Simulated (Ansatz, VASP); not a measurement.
# CoO (zincblende prototype) in two plane-wave programs

Aim: how closely do two programs agree when they are given the same cell, functional and k mesh? The cell is invented: As first built, before any earlier steps moved the atoms (in the runner's words): zincblende prototype, lattice guessed from radii. It may not be a known or stable phase. The cell is taken from a series of runs on this material, whose earlier steps may have relaxed, scaled, displaced or heated it; both programs get it as it stands.

Calculated with Ansatz 0.2.0; plane waves, with VASP 6.6.1 beside it; single point at LDA, DFT+U.

### 1. The structure

The structure is cubic, space group F-43m (No. 216). The conventional cell has a = 4.570 Å, b = 4.570 Å, c = 4.570 Å, α = 90.00°, β = 90.00°, γ = 90.00°. Co has 4 O at 1.98 Å nearest. O has 4 Co at 1.98 Å nearest. As first built, before any earlier steps moved the atoms (in the runner's words): zincblende prototype, lattice guessed from radii. Farther neighbours and most contacts between anions are not listed.

Structure file:

```cif
data_structure
_symmetry_space_group_name_H-M 'P 1'
_symmetry_Int_Tables_number 1
_cell_length_a 3.2317
_cell_length_b 3.2317
_cell_length_c 5.5974
_cell_angle_alpha 73.221
_cell_angle_beta 73.221
_cell_angle_gamma 60.000
_cell_volume 47.73
loop_
_atom_site_label
_atom_site_type_symbol
_atom_site_fract_x
_atom_site_fract_y
_atom_site_fract_z
_atom_site_occupancy
Co1 Co 0.50000 0.50000 0.50000 1
Co2 Co 0.00000 0.00000 0.00000 1
O3 O 0.12500 0.12500 0.62500 1
O4 O 0.62500 0.62500 0.12500 1
```

### 2. Ansatz: single point, LDA, DFT+U, pair 1

Ansatz runs on its default PAW (the set named soft_2) files.

With cell and atoms fixed, the geometry can't cause a difference; cores, projectors, grids and the points listed under the comparison can.

Input file input.yaml:

```yaml
crystal:
  lattice:
    - [0.0, -2.285144763, -2.285144763]
    - [-2.285144763, 0.0, -2.285144763]
    - [2.285144763, 2.285144763, -4.570289526]
  atoms:
    - { symbol: Co, position: [0.5, 0.5, 0.5], spin: 3.0 }
    - { symbol: Co, position: [0.0, 0.0, 0.0], spin: 3.0 }
    - { symbol: O, position: [0.125, 0.125, 0.625] }
    - { symbol: O, position: [0.625, 0.625, 0.125] }
magnetization:
  spin_polarized: true
kpoints:
  mp_grid: { grid: [10, 10, 10] }
hamiltonian:
  xc: lda
  hubbard:
    sites:
      - { species: Co, l: d, u_eff: 4.38 }
      - { site: 0, l: d, u_eff: 4.38, starting_ns: [{ spin: up, occupation_matrix: co1_major }, { spin: down, occupation_matrix: co1_minor }] }
      - { site: 1, l: d, u_eff: 4.38, starting_ns: [{ spin: up, occupation_matrix: co1_major }, { spin: down, occupation_matrix: co1_minor }] }
    projectors: ortho-atomic
    occupation_matrices:
      co1_major:
        matrix:
          - [0.998, 0.0, 0.0, 0.0, 0.0]
          - [0.0, 0.994, 0.0, 0.0, 0.0]
          - [0.0, 0.0, 0.994, 0.0, 0.0]
          - [0.0, 0.0, 0.0, 0.998, 0.0]
          - [0.0, 0.0, 0.0, 0.0, 0.994]
      co1_minor:
        matrix:
          - [0.986, 0.0, 0.0, 0.0, 0.0]
          - [0.0, 0.127, 0.0, 0.0, 0.0]
          - [0.0, 0.0, 0.127, 0.0, 0.0]
          - [0.0, 0.0, 0.0, 0.986, 0.0]
          - [0.0, 0.0, 0.0, 0.0, 0.127]
scf:
  occupations: { method: fermi_dirac, width: 0.05 }
output:
  eigenvalues: true
```

Launch:

```bash
$ ansatz run input.yaml --threads 4 --pin off --max-ram 8192MiB --backend cpu --events-out ev --progress --plain --runs-dir out
```

Numbers of over 12 decimals in the logs are rounded to 6 here.

What it wrote:

```text
Engine: ansatz 0.2.0, aarch64-unknown-linux-gnu
Pseudopotentials: kind: paw
Pseudopotential: Co, paw, valence charge 17, recommended cutoff 420 eV (normal), Co.paw.azcp
Pseudopotential: O, paw, valence charge 6, recommended cutoff 420 eV (normal), O.paw.azcp
Functional definition: SPW92
  exchange = slater_x
  correlation = pw_c
Crystal: 4 atoms, lattice volume = 47.731 Å³
Basis set: ecut = 420 eV, 923 PW (Γ)
Bands: 32, of which v1, the nominal top of the filled ones, is band 23 counted from 1 (22 counted from 0)
Symmetry: 12 space group operations
Space group: F-43m (ITA 216), of the structure as read, at distance tolerance 3.6e-5 Å
Magnetic group: BNS 216.74 (UNI 1576), of the structure as read, at distance tolerance 3.6e-5 Å
k-points: 116 of 1000 (time reversal used)
Non-local potential: Co, projectors of the file, l = 0: 3, l = 1: 2, l = 2: 3, l = 3: 1
Non-local potential: O, projectors of the file, l = 0: 2, l = 1: 2, l = 2: 1
PAW form: soft (Blöchl's): semilocal exchange-correlation on the pseudo side does not see the compensation charge
PAW frozen core: Co, regenerated for the run's functional, and the local potential with it (the file was generated under x = pbe(κ = 0.804, μ = 0.219515), c = pbe(β = 0.066725))
PAW frozen core: O, regenerated for the run's functional, and the local potential with it (the file was generated under x = pbe(κ = 0.804, μ = 0.219515), c = pbe(β = 0.066725))
PAW one-centre angular grid: Co, 590 points (default); XC on 64 Gauss nodes
PAW one-centre angular grid: O, 110 points (default); XC on 64 Gauss nodes
Initial density: superposition of atomic densities (chi_scale 0.1, normalization cell, long waves kept (reshape's long-wave potential 0.00 eV rms))
Starting moments: Σ|m| = 6 μB on 2 of 4 sites
Initial wavefunctions: pseudopotential atomic-orbital guess
Functional: x = slater, c = lda
SCF iter   1: F=—  HF=-11232.385195 eV  |F-HF|=—  |Δ(HF+E_count)|=         —  Δρ=1.73e-1 (↑6.38e-2 ↓1.73e-1)  dr2=1.95e1  dr2_m=1.55e0  M=5.243 μB ∫|m|=5.245 μB  β_m=0.30  ethr=3.10e-3  ⟨swp⟩=5.6  Hψ=27932  notcnv=0  defer=1
preconditioner: auto → Kerker (q_TF=auto, 2.712 Å⁻¹)  [metal: Δε(μ)=0.002 eV  Ē_g=12.988 eV  σ=0.050 eV  W_gap=0.01  n_scr=16 (ndim 8)  ℏωp=29.4 eV  f_vac=0.000  D(μ)=2.54/eV (n_scr^D=28)]
spin=Collinear: Kerker preconditioning applied to the charge; magnetization (m = ρ↑ − ρ↓) channel mixes plain (no charge-response kernel on spin).
SCF iter   2: F=—  HF=-11229.997670 eV  |F-HF|=—  |Δ(HF+E_count)|=    2.39e0  Δρ=6.34e-2 (↑3.14e-2 ↓6.34e-2)  dr2=1.29e0  dr2_m=5.03e-1  M=6.000 μB ∫|m|=6.005 μB  β_m=1.00  ethr=3.10e-3  ⟨swp⟩=3.0  Hψ=17559  notcnv=0  defer=543
preconditioner: auto → none  [insulator: Δε(μ)=0.765 eV  Ē_g=12.834 eV  σ=0.050 eV  W_gap=1.00  n_scr=16 (ndim 8)  ℏωp=29.4 eV  f_vac=0.000  D(μ)=0.00/eV (n_scr^D=0)  ε∞_Penn≈6.3]
SCF iter   3: F=—  HF=-11229.846601 eV  |F-HF|=—  |Δ(HF+E_count)|=   1.51e-1  Δρ=2.55e-2 (↑2.55e-2 ↓2.34e-2)  dr2=3.88e-1  dr2_m=2.62e-3  M=6.000 μB ∫|m|=6.007 μB  β_m=1.00  ethr=2.81e-3  ⟨swp⟩=2.2  Hψ=11153  notcnv=0  defer=712
SCF iter   4: F=—  HF=-11229.872727 eV  |F-HF|=—  |Δ(HF+E_count)|=   2.61e-2  Δρ=1.18e-2 (↑1.18e-2 ↓1.06e-2)  dr2=5.43e-2  dr2_m=9.99e-4  M=6.000 μB ∫|m|=6.007 μB  β_m=1.00  ethr=8.44e-4  ⟨swp⟩=2.2  Hψ=10978  notcnv=0  defer=712
SCF iter   5: F=—  HF=-11229.965688 eV  |F-HF|=—  |Δ(HF+E_count)|=   9.30e-2  Δρ=4.92e-3 (↑2.67e-3 ↓4.92e-3)  dr2=1.78e-2  dr2_m=7.84e-4  M=6.000 μB ∫|m|=6.007 μB  β_m=1.00  ethr=1.18e-4  ⟨swp⟩=2.1  Hψ=14607  notcnv=0  defer=704
SCF iter   6: F=—  HF=-11230.001678 eV  |F-HF|=—  |Δ(HF+E_count)|=   3.60e-2  Δρ=2.63e-3 (↑2.62e-3 ↓2.63e-3)  dr2=9.53e-3  dr2_m=5.49e-6  M=6.000 μB ∫|m|=6.006 μB  β_m=0.30  ethr=3.88e-5  ⟨swp⟩=1.0  Hψ=6982  notcnv=0  defer=704
Mixer restart at iter 6: flushing history
spin-set hold released at iteration 6 (site moments contracting): the magnetisation degrees of freedom join the quasi-Newton model from the next iteration; the mixer history was flushed
SCF iter   7: F=—  HF=-11230.019921 eV  |F-HF|=—  |Δ(HF+E_count)|=   1.82e-2  Δρ=1.07e-3 (↑1.07e-3 ↓7.99e-4)  dr2=7.48e-4  dr2_m=4.97e-5  M=6.000 μB ∫|m|=6.006 μB  β_m=0.53  ethr=2.07e-5  ⟨swp⟩=2.2  Hψ=9492  notcnv=0  defer=704
SCF iter   8: F=—  HF=-11230.042979 eV  |F-HF|=—  |Δ(HF+E_count)|=   2.31e-2  Δρ=4.75e-3 (↑3.70e-3 ↓4.75e-3)  dr2=2.49e-2  dr2_m=1.88e-4  M=6.000 μB ∫|m|=6.006 μB  β_m=0.53  ethr=1.63e-6  ⟨swp⟩=2.9  Hψ=14391  notcnv=0  defer=704
SCF iter   9: F=—  HF=-11230.038897 eV  |F-HF|=—  |Δ(HF+E_count)|=   4.08e-3  Δρ=1.64e-4 (↑1.34e-4 ↓1.64e-4)  dr2=1.34e-5  dr2_m=5.90e-6  M=6.000 μB ∫|m|=6.006 μB  β_m=0.57  ethr=1.63e-6  ⟨swp⟩=2.8  Hψ=14440  notcnv=0  defer=704
SCF iter  10: F=—  HF=-11230.038901 eV  |F-HF|=—  |Δ(HF+E_count)|=   3.73e-6  Δρ=1.08e-4 (↑1.08e-4 ↓6.06e-5)  dr2=3.91e-6  dr2_m=1.51e-6  M=6.000 μB ∫|m|=6.006 μB  β_m=0.58  ethr=2.91e-8  ⟨swp⟩=2.0  Hψ=12447  notcnv=0  defer=704
SCF iter  11: F=—  HF=-11230.038901 eV  |F-HF|=—  |Δ(HF+E_count)|=   4.35e-7  Δρ=3.40e-5 (↑1.78e-5 ↓3.40e-5)  dr2=3.85e-7  dr2_m=2.03e-7  M=6.000 μB ∫|m|=6.006 μB  β_m=0.64  ethr=8.50e-9  ⟨swp⟩=2.1  Hψ=11037  notcnv=0  defer=704
SCF iter  12: F=-11230.038901 eV  HF=-11230.038901 eV  |F-HF|=1.08e-8  |Δ(HF+E_count)|=   2.51e-7  Δρ=1.08e-5 (↑3.72e-6 ↓1.08e-5)  dr2=2.63e-8  dr2_m=2.24e-8  M=6.000 μB ∫|m|=6.006 μB  ethr=2.17e-10  ⟨swp⟩=8.4  Hψ=24723  notcnv=0
SCF 1 converged in 12 iterations: F = -11230.038901 eV  dr2 = 2.63e-8
  greatest PAW one-centre occupation: 1.004 electrons in one spin orbital (limit 2), on the Co atom at site 1 (counted from 0), in its partial waves of l = 1
SCF converged after 12 iterations
Magnetization: 6.0000 μB (26.0000 up, 20.0000 down)
Absolute magnetization: 6.0024 μB (∫|ρ↑−ρ↓|, with the PAW one-centre terms)
Spin contamination: 0.0081 ħ² per cell (⟨S²⟩ above its minimum at these occupations)
Per-site moments (μB) at R_I (Å): [(2.457499, 0.816335), (2.457499, 0.816335), (0.211498, 0.816335), (0.211498, 0.816335)]
Free energy (F): -11230.038901 eV
Harris-Foulkes:  -11230.038901 eV  (|F-HF|=1.08e-8)
Internal energy: -11230.038878 eV  (E = F + TS)
E sigma→0 (E₀):  -11230.038889 eV
Entropy (-TS):   -0.000024 eV (-0.006 meV/atom)
Fermi energy:    9.794049 eV
--- Per-component energies (eV) ---
  E_band       = -801.439875
  E_kinetic    = 1232.637028
  E_local      = -7873.982726  (includes V_loc(G=0)·N_el)
  E_nonlocal   = 1038.823214
  E_hartree    = 3234.134228
  E_xc         = -450.446516
  E_vxc        = -582.922395  (∫ρ·V_xc dr)
  E_hubbard    = 1.676849  (on-site DFT+U / exact-exchange correction)
  E_vhub       = -28.756648  (the Hubbard potential's part of the band-sum identity)
  E_paw        = -3203.670100  (= ΣΔE_a)
  E_vpaw       = -1055.523378  (= ΣTr[D̂ρ^β])
  E_aug_tail   = 0.005376  (compensation charges beyond the density's cutoff)
  E_ewald      = -5210.246575
  E_core_change = 1.030344  (= ΣΔE_core)
  E_smearing   = -0.000024  (= −TS)
  E_closure    = 0.000000  (closes the sum)
  Σ components = -11230.038901   (vs F -11230.038901, Δ=0.00e0)
--- Specified on-site occupations, and those of the state reported ---
  electrons in the specified blocks: 14.6620 specified, 14.6623 found
  site 0 (l=d) ↑: largest change of an orbital's occupation 0.0004; electrons 4.9780 specified, 4.9780 found; spectral distance 0.0007
  site 1 (l=d) ↑: largest change of an orbital's occupation 0.0004; electrons 4.9780 specified, 4.9780 found; spectral distance 0.0007
  site 1 (l=d) ↓: largest change of an orbital's occupation 0.0002; electrons 2.3530 specified, 2.3532 found; spectral distance 0.0004
  site 0 (l=d) ↓: largest change of an orbital's occupation 0.0002; electrons 2.3530 specified, 2.3532 found; spectral distance 0.0004
--- Band table (eV; the first three rows and the last of 232) ---
  k-point 0 ↑: bands = [... 19 lower, 5.5004, 5.5004, 8.6054, 8.6054, 9.4911, 9.4911, 9.4911, 9.9573, ... 5 higher]
  k-point 1 ↑: bands = [... 19 lower, 5.4921, 5.4921, 8.6324, 8.6324, 9.2499, 9.4727, 9.4727, 10.2200, ... 5 higher]
  k-point 2 ↑: bands = [... 19 lower, 5.4768, 5.8120, 8.7090, 8.7090, 8.8586, 9.4196, 9.4196, 10.6760, ... 5 higher]
  k-point 115 ↓: bands = [... 19 lower, 8.3654, 10.8581, 10.8581, 12.2746, 12.2746, 12.4353, 12.4353, 17.4071, ... 5 higher]
Occupation matrices written to <dir>
```

Reading the cycles: dr2 is the Hartree energy of the density residual (eV), the measure of convergence; HF is the Harris–Foulkes estimate of the energy, which meets the free energy F at convergence.

[end of part 1 of 3]

[Lines on the potential files, build, host, timing and source positions are cut from VASP's logs without a mark.]

[Logs are printed without paths, hosts, clocks, repeated set-up lines and the standing remarks that a program may print on its own settings, such as how far it seeks lower states.]

[Hosts, paths, dates, database ids (printed as entryN), source tags and the programs' standing remarks are cut or masked in the printed files.]
